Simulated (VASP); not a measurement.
## Ir₃Rh (ordered alloy cell): computed properties

All values below come from PBEsol GGA, VASP's PBE PAW potentials (set 64) (plane waves; VASP 6.6.1).

```yaml
space_group: R-3m (166)
cell: a = b = 2.6997 Å, c = 26.4493 Å, α = β = 90.00°, γ = 120.00°
volume_per_atom: 13.91 Å^3/atom
band gap (over mesh and band path): none (metal, semimetal or under 0.01 eV)
density: 20.28 g/cm³
```

```cif
data_Ir9Rh3
_chemical_formula_sum 'Rh3 Ir9'
_space_group_name_H-M_alt 'R-3m :H'
_space_group_IT_number 166
_space_group_name_Hall '-R 3 2"'
_cell_length_a 2.69970
_cell_length_b 2.69970
_cell_length_c 26.44930
_cell_angle_alpha 90.000
_cell_angle_beta 90.000
_cell_angle_gamma 120.000
loop_
_atom_site_label
_atom_site_type_symbol
_atom_site_symmetry_multiplicity
_atom_site_Wyckoff_symbol
_atom_site_fract_x
_atom_site_fract_y
_atom_site_fract_z
_atom_site_occupancy
Rh1 Rh 3 a 0.00000 0.00000 0.00000 1
Ir1 Ir 6 c 0.00000 0.00000 0.25018 1
Ir2 Ir 3 b 0.00000 0.00000 0.50000 1
```
(The calculation used a cell of 4 atoms; values per cell refer to that cell.)

Unless said otherwise, spin-orbit coupling is left out, though it shifts the bands of the heavy elements here.

The structure was generated: Ir3Rh was put into an ordered model structure (R-3m), which need not be its known phase. It was relaxed first. Symmetry was kept, so distortions that lower it aren't found.
